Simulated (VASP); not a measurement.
Consider the following.

```
Hf16Si
1.0
    6.38980     0.00000     0.00000
    3.19490     5.53373     0.00000
    0.00000     0.00000    21.53897
Hf Si
16 1
Direct
  0.83333   0.33333   0.32445
  0.33333   0.33333   0.32445
  0.83333   0.83333   0.32445
  0.33333   0.83333   0.32445
  0.00000   0.00000   0.44148
  0.50000   0.00000   0.44148
  0.00000   0.50000   0.44148
  0.50000   0.50000   0.44148
  0.83333   0.33333   0.55852
  0.33333   0.33333   0.55852
  0.83333   0.83333   0.55852
  0.33333   0.83333   0.55852
  0.00000   0.00000   0.67555
  0.50000   0.00000   0.67555
  0.00000   0.50000   0.67555
  0.50000   0.50000   0.67555
  0.33333   0.33333   0.75509
```

Method: PBE GGA, VASP's PBE PAW potentials (set 64) (plane waves; VASP 6.6.1). Numerical set-up: PREC = Normal, EDIFF = 1E-5, 400 eV cut-off, 5×5×1 Γ-centred mesh, first-order Methfessel-Paxton smearing of 0.10 eV, potentials Hf Si.

Task: The ions are relaxed. Give the cell that the relaxation ends in.

Result: 
```
Hf16Si
1.0
    6.38980     0.00000     0.00000
    3.19490     5.53373     0.00000
    0.00000     0.00000    21.53897
Hf Si
16 1
Direct
  0.83320   0.33360   0.32914
  0.33333   0.33333   0.32945
  0.83320   0.83320   0.32914
  0.33360   0.83320   0.32914
  0.00000   0.00000   0.43822
  0.50106   0.99789   0.43745
  0.99789   0.50106   0.43745
  0.50106   0.50106   0.43745
  0.83594   0.32811   0.56151
  0.33333   0.33333   0.55661
  0.83594   0.83594   0.56151
  0.32811   0.83594   0.56151
  0.00000   0.00000   0.67630
  0.49690   0.00620   0.66986
  0.00620   0.49690   0.66986
  0.49690   0.49690   0.66986
  0.33333   0.33333   0.76064
```

Task: How much energy does the relaxation gain?

Result: The energy (σ→0) changes by -38.9 meV/atom, in 10 ionic steps.

```csv
step,E(σ→0) (eV),max force (eV/Å),pressure (GPa),volume (Å³)
1,-156.8700,1.947,-1.16,761.61
2,-157.3428,0.570,-1.19,761.61
3,-157.4086,0.585,-1.05,761.61
4,-157.4842,0.334,-0.74,761.61
5,-157.4931,0.252,-0.59,761.61
6,-157.5084,0.155,-0.57,761.61
7,-157.5131,0.183,-0.56,761.61
8,-157.5221,0.121,-0.55,761.61
9,-157.5283,0.096,-0.52,761.61
10,-157.5322,0.027,-0.45,761.61
```

The cell is a thin slab with vacuum, built from Hf (hcp): (001) face, Si adsorbed.
